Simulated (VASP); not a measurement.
Consider the following.

```xyz
5
Lattice="4.0216 0.0000 0.0000 0.0000 4.0216 0.0000 0.0000 0.0000 4.0216" Properties=species:S:1:pos:R:3 pbc="T T T"
Sr     0.0000     0.0000     0.0000
Ta     2.0108     2.0108     2.0108
O      2.0108     2.0108     0.0000
O      0.0000     2.0108     2.0108
O      2.0108     0.0000     2.0108
```

The numbers are results of PBEsol GGA, VASP's PBE PAW potentials (set 64) (plane waves; VASP 6.6.1), not measurements. Numerical set-up: 520 eV cut-off, 9×9×9 Γ-centred mesh, tetrahedra with Blöchl corrections, potentials Sr_sv Ta_pv O.

The cores are frozen, which limits the accuracy of field gradients.

Q: Give the principal components of the electric field gradient (V/Å²) and the asymmetry η at each nucleus.

A: 
```json
[
 {"atom": "Sr1", "Vxx": "0.0", "Vyy": "0.0", "Vzz": "0.0", "η": "-"},
 {"atom": "Ta2", "Vxx": "0.0", "Vyy": "0.0", "Vzz": "0.0", "η": "-"},
 {"atom": "O3", "Vxx": "1.4", "Vyy": "1.4", "Vzz": "-2.7", "η": "0.00"},
 {"atom": "O4", "Vxx": "1.4", "Vyy": "1.4", "Vzz": "-2.7", "η": "0.00"},
 {"atom": "O5", "Vxx": "1.4", "Vyy": "1.4", "Vzz": "-2.7", "η": "0.00"}
]
```

The structure comes from a computed database's SrTaO3 entry (Pm-3m); how it stands against other phases isn't given here. It was relaxed first.
